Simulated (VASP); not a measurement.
Method: vdW-DF-cx, VASP's PBE PAW potentials (set 64) (plane waves; VASP 6.6.1).

VASP input:

### INCAR
```
AGGAC=0.0
ALGO=Normal
EDIFF=1E-7
ENCUT=520
GGA=CX
ISIF=2
ISMEAR=1
LASPH=.TRUE.
LCHARG=.FALSE.
LMAXMIX=6
LREAL=.FALSE.
LUSE_VDW=.TRUE.
LWAVE=.FALSE.
NELM=100
PREC=Accurate
SIGMA=0.1
SYSTEM=HfN
```

POSCAR:
```
HfN
1
    0.0000000000     2.2285517280     2.2285517280
    2.2285517280     0.0000000000     2.2285517280
    2.2285517280     2.2285517280     0.0000000000
Hf N
1 1
Direct
  0.0000000000   0.0000000000   0.0000000000
  0.5000000000   0.5000000000   0.5000000000
```

**KPOINTS**
```
Automatic mesh
0
Gamma
14 14 14
0 0 0
```

POTCAR, in this order: Hf_pv N (PBE.64 set). Program: vasp_std.

The resulting files:

File OUTCAR:
```
 ion  position               nearest neighbor table
   1  0.000  0.000  0.000-   2 2.23   2 2.23   2 2.23   2 2.23   2 2.23   2 2.23
   2  0.500  0.500  0.500-   1 2.23   1 2.23   1 2.23   1 2.23   1 2.23   1 2.23
  LATTYP: Found a face centered cubic cell.
 ALAT       =     4.4571034560
 Subroutine PRICEL returns:
 Original cell was already a primitive cell.
 Subroutine GETGRP returns: Found 48 space group operations
The static configuration has the point symmetry O_h .
The dynamic configuration has the point symmetry O_h .
 Subroutine INISYM returns: Found 48 space group operations
 Subroutine IBZKPT returns following result:
 Found    104 irreducible k-points:

 Following reciprocal coordinates:
            Coordinates               Weight
  0.000000  0.000000  0.000000      1.000000
  0.071429  0.000000  0.000000      8.000000
  0.142857  0.000000  0.000000      8.000000
  0.214286  0.000000  0.000000      8.000000
  0.285714  0.000000  0.000000      8.000000
  0.357143  0.000000  0.000000      8.000000
  0.428571  0.000000  0.000000      8.000000
  0.500000  0.000000  0.000000      4.000000
  0.071429  0.071429  0.000000      6.000000
  0.142857  0.071429  0.000000     24.000000
  0.214286  0.071429  0.000000     24.000000
  0.285714  0.071429  0.000000     24.000000
  0.357143  0.071429  0.000000     24.000000
  0.428571  0.071429  0.000000     24.000000
  0.500000  0.071429  0.000000     24.000000
 -0.428571  0.071429  0.000000     24.000000
 -0.357143  0.071429  0.000000     24.000000
 -0.285714  0.071429  0.000000     24.000000
 -0.214286  0.071429  0.000000     24.000000
 -0.142857  0.071429  0.000000     24.000000
 -0.071429  0.071429  0.000000     12.000000
  0.142857  0.142857  0.000000      6.000000
  0.214286  0.142857  0.000000     24.000000
  0.285714  0.142857  0.000000     24.000000
  0.357143  0.142857  0.000000     24.000000
  0.428571  0.142857  0.000000     24.000000
  0.500000  0.142857  0.000000     24.000000
 -0.428571  0.142857  0.000000     24.000000
 -0.357143  0.142857  0.000000     24.000000
 -0.285714  0.142857  0.000000     24.000000
 -0.214286  0.142857  0.000000     24.000000
 -0.142857  0.142857  0.000000     12.000000
  0.214286  0.214286  0.000000      6.000000
  0.285714  0.214286  0.000000     24.000000
  0.357143  0.214286  0.000000     24.000000
  0.428571  0.214286  0.000000     24.000000
  0.500000  0.214286  0.000000     24.000000
 -0.428571  0.214286  0.000000     24.000000
 -0.357143  0.214286  0.000000     24.000000
 -0.285714  0.214286  0.000000     24.000000
   k-points           NKPTS =    104   k-points in BZ     NKDIM =    104   number of bands    NBANDS=     11
   number of dos      NEDOS =    301   number of ions     NIONS =      2
   total plane-waves  NPLWV =  13824
   dimension x,y,z NGX =    24 NGY =   24 NGZ =   24
   dimension x,y,z NGXF=    48 NGYF=   48 NGZF=   48
   ions per type =               1   1
   PREC   = accura    normal or accurate (medium, high low for compatibility)
   ISTART =      0    job   : 0-new  1-cont  2-samecut
   ICHARG =      2    charge: 1-file 2-atom 10-const
   ISPIN  =      1    spin polarized calculation?
   LNONCOLLINEAR =      F non collinear calculations
   LSORBIT =      F    spin-orbit coupling
   INIWAV =      1    electr: 0-lowe 1-rand  2-diag
   ENCUT  =  520.0 eV  38.22 Ry    6.18 a.u.   5.86  5.86  5.86*2*pi/ulx,y,z
   NELM   =    100;   NELMIN=  2; NELMDL= -5     # of ELM steps
   EDIFF  = 0.1E-06   stopping-criterion for ELM
   LREAL  =      F    real-space projection
   NLSPLINE    = F    spline interpolate recip. space projectors
   LMAXMIX     =    6 max onsite mixed and CHGCAR
...
```

### OSZICAR
```
       N       E                     dE             d eps       ncg     rms          rms(c)
DAV:   1     0.414452719385E+02    0.41445E+02   -0.83038E+03  2315   0.129E+03
DAV:   2    -0.193371682256E+02   -0.60782E+02   -0.57089E+02  3085   0.258E+02
DAV:   3    -0.214781287774E+02   -0.21410E+01   -0.21203E+01  2943   0.413E+01
DAV:   4    -0.214960471966E+02   -0.17918E-01   -0.17832E-01  2722   0.369E+00
DAV:   5    -0.214963278814E+02   -0.28068E-03   -0.28057E-03  2929   0.343E-01    0.540E+01
DAV:   6    -0.187149737294E+02    0.27814E+01   -0.14334E+01  2673   0.275E+01    0.440E+01
DAV:   7    -0.186644775261E+02    0.50496E-01   -0.63427E-01  2585   0.728E+00    0.267E+01
DAV:   8    -0.186526088102E+02    0.11869E-01   -0.97423E-02  2690   0.300E+00    0.554E+00
DAV:   9    -0.186448348750E+02    0.77739E-02   -0.46418E-02  2677   0.151E+00    0.169E+00
DAV:  10    -0.186443934883E+02    0.44139E-03   -0.22187E-03  2671   0.419E-01    0.290E-01
DAV:  11    -0.186443996160E+02   -0.61277E-05   -0.19006E-04  2829   0.128E-01    0.745E-02
DAV:  12    -0.186443959106E+02    0.37054E-05   -0.15929E-05  2714   0.373E-02    0.329E-02
DAV:  13    -0.186443957318E+02    0.17878E-06   -0.65734E-07  2693   0.889E-03    0.134E-03
DAV:  14    -0.186443957353E+02   -0.34663E-08   -0.59719E-09  1435   0.898E-04
   1 F= -.18644396E+02 E0= -.18644232E+02  d E =-.491287E-03
```

**OUTCAR**
```
------------------------ aborting loop because EDIFF is reached ----------------------------------------
  FORCE on cell =-STRESS in cart. coord.  units (eV):
  Direction    XX          YY          ZZ          XY          YZ          ZX
  --------------------------------------------------------------------------------------
  Total        1.2977834      1.2977834      1.2977834     -0.0000000      0.0000000      0.0000000
  in kB       93.9322305     93.9322305     93.9322305     -0.0000000      0.0000000      0.0000000
  external PRESSURE =      93.9322305 kB  Pullay stress =       0.0000000 kB
  volume of cell :       22.14
      direct lattice vectors                 reciprocal lattice vectors
     0.000000000  2.228551728  2.228551728    -0.224360958  0.224360958  0.224360958
     2.228551728  0.000000000  2.228551728     0.224360958 -0.224360958  0.224360958
     2.228551728  2.228551728  0.000000000     0.224360958  0.224360958 -0.224360958
 POSITION                                       TOTAL-FORCE (eV/Angst)
 -----------------------------------------------------------------------------------
      0.00000      0.00000      0.00000        -0.000000      0.000000     -0.000000
      2.22855      2.22855      2.22855         0.000000     -0.000000      0.000000
 -----------------------------------------------------------------------------------
    total drift:                                0.000000     -0.000000     -0.000000
  FREE ENERGIE OF THE ION-ELECTRON SYSTEM (eV)
  ---------------------------------------------------
  free  energy   TOTEN  =       -18.6443957353 eV

  energy  without entropy=      -18.6439044481  energy(sigma->0) =      -18.64423197
```
(Selected blocks of OUTCAR.)

OUTCAR:
```
 val. band max:        8.5989568686   @ k =   0.5000   0.2143   0.0000

 cond. band min:       8.6409760770   @ k =   0.3571   0.1429   0.0714


 Fermi energy:         8.6198890000

 k-point     1 :       0.0000    0.0000    0.0000
  band No.  band energies     occupation
      1     -22.3436      2.00000
      2     -22.3436      2.00000
      3     -22.3436      2.00000
      4      -9.0715      2.00000
      5       5.5766      2.00000
      6       5.5766      2.00000
      7       5.5766      2.00000
      8       8.2352      2.00000
      9       8.2352      2.00000
     10       8.2352      2.00000
     11      10.6941      0.00000

 k-point     2 :       0.0714    0.0000    0.0000
  band No.  band energies     occupation
      1     -22.4054      2.00000
      2     -22.3485      2.00000
      3     -22.3485      2.00000
      4      -8.9415      2.00000
      5       5.0485      2.00000
      6       5.2555      2.00000
      7       5.2555      2.00000
      8       8.3893      2.00528
      9       8.4190      2.01555
     10       8.4190      2.01555
     11      11.1128      0.00000

 k-point     3 :       0.1429    0.0000    0.0000
  band No.  band energies     occupation
      1     -22.5743      2.00000
      2     -22.3622      2.00000
      3     -22.3622      2.00000
      4      -8.5742      2.00000
      5       3.9223      2.00000
      6       4.5570      2.00000
      7       4.5570      2.00000
      8       8.6460      0.57434
      9       8.8924     -0.00080
     10       8.8924     -0.00080
     11      12.1387      0.00000

 k-point     4 :       0.2143    0.0000    0.0000
  band No.  band energies     occupation
      1     -22.8079      2.00000
      2     -22.3820      2.00000
      3     -22.3820      2.00000
      4      -8.0294      2.00000
      5       2.6667      2.00000
      6       3.8058      2.00000
      7       3.8058      2.00000
      8       8.9921     -0.00000
      9       9.5902     -0.00000
...
```

Unless said otherwise, spin-orbit coupling is left out, though it shifts the bands of the heavy elements here.

The compound is HfN in the rock salt structure. This cell is one point of a volume scan, at 0.97 of the reference volume. The electron count is odd and the run is not spin-polarised, which forces a metal.
